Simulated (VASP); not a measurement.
An input for Ansatz (written as the equivalent of a VASP run, and not itself run):

Ansatz 0.2 input:
```yaml
crystal:
  lattice:
    - [3.1121254, 0.0000000, 0.0000000]
    - [-1.5560627, 2.6951795, 0.0000000]
    - [0.0000000, 0.0000000, 5.4479845]
  atoms:
    - { symbol: Ru, position: [0.3333330, 0.6666670, 0.0070584] }
    - { symbol: Ru, position: [0.6666670, 0.3333330, 0.5070584] }
    - { symbol: N, position: [0.3333330, 0.6666670, 0.3679416] }
    - { symbol: N, position: [0.6666670, 0.3333330, 0.8679416] }
kpoints:
  mp_grid: { grid: [13, 13, 7] }
hamiltonian:
  xc: pbesol
  pseudopotentials: { kind: paw }
scf:
  occupations: { method: tetrahedron }
  max_iter: 100
output: { forces: true, stress: true, eigenvalues: true }
```

Task: Translate this input to VASP (INCAR, KPOINTS, POSCAR, choice of POTCAR).

Result: This is not unique; one that fits is 
File POSCAR:
```
RuN
10.8959690
  0.2856217217   0.0000000000   0.0000000000
 -0.1428108608   0.2473556503   0.0000000000
  0.0000000000   0.0000000000   0.4999999969
Ru N
2 2
Cartesian
 -0.0000001428   0.1649038493   0.0035291980
  0.1428110036   0.0824518010   0.2535291964
 -0.0000001428   0.1649038493   0.1839708008
  0.1428110036   0.0824518010   0.4339707993
```

File KPOINTS:
```
Automatic mesh
0
Gamma
13 13 7
0 0 0
```

### INCAR
```
SYSTEM  =  RuN
PREC  =  Accurate; ENCUT  =  520; LREAL  =  .False.
LASPH  =  .True.
EDIFF  =  1E-7; NELM  =  100; ALGO  =  Normal
LMAXMIX  =  4
ISMEAR  =  -5
GGA  =  PS
ISIF  =  2
LWAVE  =  .False.; LCHARG  =  .True.; LORBIT  =  11
NEDOS  =  601
LEFG  =  .True.
```

POTCAR, in this order: Ru_pv N (PBE.64 set). Program: vasp_std.

Limits of the translation: each code has its own PAW files, so the cut-off isn't converted (ENCUT is set for VASP's; basis.ecutwfc is left out, and Ansatz then takes the one that its files recommend); Ansatz stops its SCF on the density residual and VASP on the energy change (EDIFF); the field gradients of LEFG aren't asked of the other code.

The structure was generated: RuN was put into the wurtzite type (P6_3mc), which need not be its known phase. It was relaxed first, which changed the volume by -27 %.
